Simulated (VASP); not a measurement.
All values below come from PBE GGA, VASP's PBE PAW potentials (set 64) (plane waves; VASP 6.6.1).

VASP ran on this input.

KPOINTS:
```
kpoints
0
G
 5 5 7
0 0 0
```

### POSCAR
```
ZnF2
1
    4.3204773255     0.0000000000     0.0000000000
    0.0000000000     4.3204773255     0.0000000000
    0.0000000000     0.0000000000     3.0542876271
Zn F
2 4
Direct
  0.0000000000   0.0000000000   0.0000000000
  0.5000000000   0.5000000000   0.5000000000
  0.3040235274   0.3040235274   0.0000000000
  0.8040235274   0.1959764726   0.5000000000
  0.1959764726   0.8040235274   0.5000000000
  0.6959764726   0.6959764726   0.0000000000
```

INCAR:
```
# general
SYSTEM   =  ZnF2
PREC     =  Accurate
ENCUT    =  620   # plane-wave cut-off (eV)
LREAL    =  F
LASPH    =  T

# electronic loop
EDIFF    =  1E-6
NELM     =  100
ALGO     =  Normal   # blocked Davidson
LMAXMIX  =  4   # l cut-off of mixed one-centre charges

# smearing
ISMEAR   =  0
SIGMA    =  0.05   # width (eV)

# functional
GGA      =  PE

# ions
IBRION   =  2   # conjugate gradients
NSW      =  40   # most ionic steps
ISIF     =  3   # ions, shape and volume
EDIFFG   =  -0.02
PSTRESS  =  450

# output
LWAVE    =  F
LCHARG   =  F
```

POTCAR, in this order: Zn F (PBE.64 set). Program: vasp_std.

### Question
What will the output report for the number of irreducible k-points (NKPTS), largest plane-wave count, number of space-group operations, FFT grid (NGX, NGY, NGZ)?

### Answer

* **number of irreducible k-points (NKPTS)**: 24
* **largest plane-wave count**: 2013
* **number of space-group operations**: 16
* **FFT grid (NGX, NGY, NGZ)**: 36 × 36 × 28

The compound is ZnF2 in the rutile structure. It was relaxed first under an external pressure of 45 GPa.
